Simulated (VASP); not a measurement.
Given:

```
MoTe2
1.0
    1.76505    -3.05716     0.00000
    1.76505     3.05716     0.00000
    0.00000     0.00000    13.82091
Te Mo
4 2
Direct
  0.33333   0.66667   0.88288
  0.66667   0.33333   0.38288
  0.66667   0.33333   0.11712
  0.33333   0.66667   0.61712
  0.33333   0.66667   0.25000
  0.66667   0.33333   0.75000
```

Calculation: PBE GGA with D3 dispersion (Becke-Johnson damping), VASP's PBE PAW potentials (set 64) (plane waves; VASP 6.6.1). Numerical set-up: 520 eV cut-off, 7×7×2 Γ-centred mesh, Gaussian smearing of 0.050 eV, potentials Te Mo_sv.

Problem. The ions and cell shape at fixed volume are relaxed. Which structure does the run end with?

Solution. 
```
MoTe2
1.0
    1.75820    -3.04529     0.00000
    1.75820     3.04529     0.00000
    0.00000     0.00000    13.92890
Te Mo
4 2
Direct
  0.33333   0.66667   0.88030
  0.66667   0.33333   0.38030
  0.66667   0.33333   0.11970
  0.33333   0.66667   0.61970
  0.33333   0.66667   0.25000
  0.66667   0.33333   0.75000
```
Space group P6_3/mmc (194), at a tolerance of 0.03 Å.

Problem. How much energy does the relaxation gain?

Solution. The energy (σ→0) changes by -4.1 meV/atom, in 5 ionic steps.

```
step  E(σ→0) (eV)  max force (eV/Å)  pressure (GPa)  volume (Å³)
----  -----------  ----------------  --------------  -----------
1        -39.1901             0.383           -2.90       149.16
2        -39.2070             0.076           -1.78       149.16
3        -39.2071             0.053           -1.71       149.16
4        -39.2118             0.031           -1.48       149.16
5        -39.2147             0.004           -1.11       149.16
```

The compound is MoTe2 in the 2H layered structure. This cell is one point of a volume scan, at 1.03 of the reference volume. Symmetry was kept, so distortions that lower it aren't found.
